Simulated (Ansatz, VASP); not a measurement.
# MnRu: VASP beside Ansatz

```
Mn Ru
1.0
     2.62522    0.00000    0.00000
    -1.31261    2.27351    0.00000
     0.00000    0.00000    4.06551
Mn Ru
1 1
Direct
  0.66667 0.33333 0.50000
  0.33333 0.66667 0.00000
```

Alike in both runs: task single point; functional LDA; k mesh 9 × 9 × 5; occupations fermi-dirac, width 0.05 eV; collinear spin.

|  | VASP | Ansatz |
| --- | --- | --- |
| version | VASP 6.6.1 | Ansatz 0.2.0 |
| potentials or method | VASP PAW LDA potentials, release 64 (Mn_pv, Ru_pv) | PAW with Ansatz's default frozen-core files, scalar-relativistic |
| plane-wave cutoff (eV) | 520 | 420 |
| valence electrons in the cell | 27 | 31 |

|  | VASP | Ansatz | Ansatz less VASP |
| --- | --- | --- | --- |
| pressure (GPa) | -10.2 | -10.8 | -0.65 |
| largest component of the traceless stress (GPa) | 0.18 | 0.24 | +0.065 |
| net moment per atom (μB) | 0.07 | 0.11 | +0.043 |
| size of the moment on the site where the two differ most (μB) | 0.13 | 0.21 | +0.085 |

Site moments also hang on the region over which each program counts them. The two sets of potentials don't hold the same shells in valence. Ansatz warned: «seeded_moment_not_kept».

Caveats: the moment fell far below its start of 4 μB, so a state of higher moment may lie lower in energy (VASP).
